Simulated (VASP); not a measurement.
OSZICAR of a VASP run on Al₃Sc (L1_2):

File OSZICAR:
```
       N       E                     dE             d eps       ncg     rms          rms(c)
DAV:   1     0.118389510048E+03    0.11839E+03   -0.82102E+03   980   0.127E+03
DAV:   2    -0.140674477129E+02   -0.13246E+03   -0.13032E+03  1018   0.375E+02
DAV:   3    -0.221204524557E+02   -0.80530E+01   -0.77202E+01  1604   0.777E+01
DAV:   4    -0.222589404008E+02   -0.13849E+00   -0.13753E+00  1424   0.961E+00
DAV:   5    -0.222621787083E+02   -0.32383E-02   -0.32377E-02  1356   0.144E+00    0.963E+00
DAV:   6    -0.213791297495E+02    0.88305E+00   -0.45743E+00  1630   0.272E+01    0.349E+00
DAV:   7    -0.213174550343E+02    0.61675E-01   -0.10816E-01  1414   0.328E+00    0.206E+00
DAV:   8    -0.212894430662E+02    0.28012E-01   -0.43583E-02  1582   0.191E+00    0.241E-01
DAV:   9    -0.212891194955E+02    0.32357E-03   -0.38365E-03  1316   0.798E-01    0.158E-01
DAV:  10    -0.212889886923E+02    0.13080E-03   -0.34869E-04  1592   0.248E-01    0.652E-02
DAV:  11    -0.212889834990E+02    0.51934E-05   -0.20870E-05  1294   0.382E-02    0.408E-02
DAV:  12    -0.212889781957E+02    0.53033E-05   -0.24435E-05  1608   0.648E-02    0.319E-03
DAV:  13    -0.212889781849E+02    0.10728E-07   -0.50610E-07   778   0.887E-03
   1 F= -.19239687E+02 E0= -.19239362E+02  d E =-.192397E+02
       N       E                     dE             d eps       ncg     rms          rms(c)
DAV:   1    -0.218530404367E+02   -0.56406E+00   -0.19689E+01  1136   0.775E+01    0.694E+00
DAV:   2    -0.212198804041E+02    0.63316E+00   -0.28664E+00  1384   0.271E+01    0.136E+00
DAV:   3    -0.211829551542E+02    0.36925E-01   -0.64729E-02  1370   0.251E+00    0.720E-01
DAV:   4    -0.211701554720E+02    0.12800E-01   -0.34480E-02  1366   0.178E+00    0.331E-01
DAV:   5    -0.211701346632E+02    0.20809E-04   -0.48911E-03  1662   0.741E-01    0.139E-01
DAV:   6    -0.211698937945E+02    0.24087E-03   -0.17345E-03  1572   0.426E-01    0.298E-02
DAV:   7    -0.211699023500E+02   -0.85555E-05   -0.18250E-04  1590   0.179E-01    0.187E-02
DAV:   8    -0.211698908606E+02    0.11489E-04   -0.70807E-05  1620   0.107E-01    0.267E-03
DAV:   9    -0.211698909352E+02   -0.74581E-07   -0.59535E-07   634   0.961E-03
   2 F= -.19270036E+02 E0= -.19269659E+02  d E =-.303494E-01
       N       E                     dE             d eps       ncg     rms          rms(c)
DAV:   1    -0.213498157266E+02   -0.17992E+00   -0.29352E+00  1172   0.293E+01    0.280E+00
DAV:   2    -0.212542725570E+02    0.95543E-01   -0.73400E-01  1494   0.132E+01    0.481E-01
DAV:   3    -0.212465229455E+02    0.77496E-02   -0.27751E-02  1580   0.150E+00    0.296E-01
DAV:   4    -0.212442572190E+02    0.22657E-02   -0.58304E-03  1374   0.756E-01    0.124E-01
DAV:   5    -0.212442305733E+02    0.26646E-04   -0.71509E-04  1636   0.331E-01    0.462E-02
DAV:   6    -0.212441971947E+02    0.33379E-04   -0.22420E-04  1612   0.163E-01    0.106E-02
DAV:   7    -0.212441972386E+02   -0.43866E-07   -0.31195E-06  1012   0.183E-02
   3 F= -.19289108E+02 E0= -.19288736E+02  d E =-.494209E-01
```

Question: Which electronic solver shows in the log?

Answer: It is blocked Davidson (ALGO = Normal, or the opening steps of other solvers). The INCAR had ALGO = Normal.

Question: Can the final energy be trusted as converged?

Answer: Self-consistency was reached. It stopped with EDIFF = 1E-6, NELM = 100, NSW = 40 and EDIFFG = -0.02 after 3 ionic steps (LDA (Ceperley-Alder, Perdew-Zunger), plane waves, VASP's LDA PAW potentials (set 64)). Energy and stress use the plane-wave basis of the starting cell.

The compound is Al3Sc in the L1_2 structure. This run relaxes it under an external pressure of 5 GPa. Symmetry was kept, so distortions that lower it aren't found.
